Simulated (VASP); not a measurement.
OSZICAR of a VASP run on AuZn (CsCl type):

OSZICAR:
```
       N       E                     dE             d eps       ncg     rms          rms(c)
DAV:   1     0.108469319518E+03    0.10847E+03   -0.10048E+04  6711   0.165E+03
DAV:   2    -0.187924363852E+01   -0.11035E+03   -0.10700E+03  6760   0.302E+02
DAV:   3    -0.516241223252E+01   -0.32832E+01   -0.32722E+01  7971   0.627E+01
DAV:   4    -0.518146814108E+01   -0.19056E-01   -0.19053E-01  7481   0.413E+00
DAV:   5    -0.518169339747E+01   -0.22526E-03   -0.22526E-03  8104   0.459E-01    0.825E+00
DAV:   6    -0.476475658146E+01    0.41694E+00   -0.14518E+00  6606   0.143E+01    0.528E+00
DAV:   7    -0.473944760572E+01    0.25309E-01   -0.34353E-02  8993   0.416E+00    0.281E+00
DAV:   8    -0.473126079272E+01    0.81868E-02   -0.99844E-03  7597   0.117E+00    0.144E-01
DAV:   9    -0.473128196407E+01   -0.21171E-04   -0.38087E-04  7283   0.249E-01    0.743E-02
DAV:  10    -0.473129200039E+01   -0.10036E-04   -0.49604E-05  8149   0.115E-01    0.169E-02
DAV:  11    -0.473129236460E+01   -0.36421E-06   -0.11463E-05  7271   0.829E-02    0.469E-03
DAV:  12    -0.473129219004E+01    0.17456E-06   -0.49799E-07  3625   0.213E-02
   1 F= -.47312922E+01 E0= -.47318091E+01  d E =0.206768E-02
```

### Question
Which electronic solver shows in the log?

### Answer
It is blocked Davidson (ALGO = Normal, or the opening steps of other solvers). The INCAR had ALGO = Normal.

### Question
Can the final energy be trusted as converged?

### Answer
The run converged. It stopped with EDIFF = 1E-6, NELM = 100 (PBE GGA, plane waves, VASP's PBE PAW potentials (set 64)).

The compound is AuZn in the CsCl type structure. The cell was not relaxed at this level, atoms are displaced from their ideal sites. The run is one of a series of settings (ISMEAR = 2, SIGMA = 0.5 against the base run), some of them coarse on purpose. The electron count is odd and the run is not spin-polarised, which forces a metal.
